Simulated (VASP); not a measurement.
VASP ran on this input.

File KPOINTS:
```
kpoints
0
G
 13 13 13
0 0 0
```

### INCAR
```
ALGO = Normal
EDIFF = 1E-7
ENCUT = 400
GGA = PS
ISIF = 2
ISMEAR = -5
LASPH = .True.
LCHARG = .True.
LEFG = .True.
LMAXMIX = 6
LORBIT = 11
LREAL = .False.
LWAVE = .False.
NEDOS = 601
NELM = 100
PREC = Accurate
SYSTEM = CdHg2
```

File POSCAR:
```
CdHg2
1
   -0.0000000000     2.8524797253     8.2411778386
    1.4435170763     0.0000000000     8.2411778386
    1.4435170763     2.8524797253     0.0000000000
Cd Hg
1 2
Direct
  0.0000000000   0.0000000000   1.0000000000
  0.3342918982   0.3342918982   0.6657081018
  0.6657081018   0.6657081018   0.3342918982
```

POTCAR, in this order: Cd Hg (PBE.64 set). Program: vasp_std.

### Question
Write an equivalent input for Quantum ESPRESSO's pw.x.

### Answer
One equivalent input (not run):
```
&CONTROL
  calculation = 'scf'
  pseudo_dir = './pseudo'
  outdir = './out'
  tprnfor = .true.
  tstress = .true.
/
&SYSTEM
  ibrav = 0
  nat = 3
  ntyp = 2
  ecutwfc = 102
  occupations = 'tetrahedra'
  input_dft = 'pbesol'
/
&ELECTRONS
  conv_thr = 7.3e-09
  electron_maxstep = 100
/
ATOMIC_SPECIES
  Cd 112.414 Cd.upf
  Hg 200.592 Hg.upf
CELL_PARAMETERS angstrom
    -0.0000000    2.8524797    8.2411778
     1.4435171    0.0000000    8.2411778
     1.4435171    2.8524797    0.0000000
ATOMIC_POSITIONS crystal
  Cd   0.0000000  0.0000000  1.0000000
  Hg   0.3342919  0.3342919  0.6657081
  Hg   0.6657081  0.6657081  0.3342919
K_POINTS automatic
  13 13 13 0 0 0
```
What does not carry over: the potentials are each code's own (VASP's PAW set, PseudoDojo norm-conserving files in pw.x), so ENCUT and ecutwfc are chosen apart and not converted; conv_thr bounds pw.x's estimated SCF error, while EDIFF bounds the energy change between steps; the field gradients of LEFG aren't asked of the other code.

The structure comes from a computed database's CdHg2 entry (Fmmm); how it stands against other phases isn't given here. It was relaxed first, which changed the volume by -18 %.
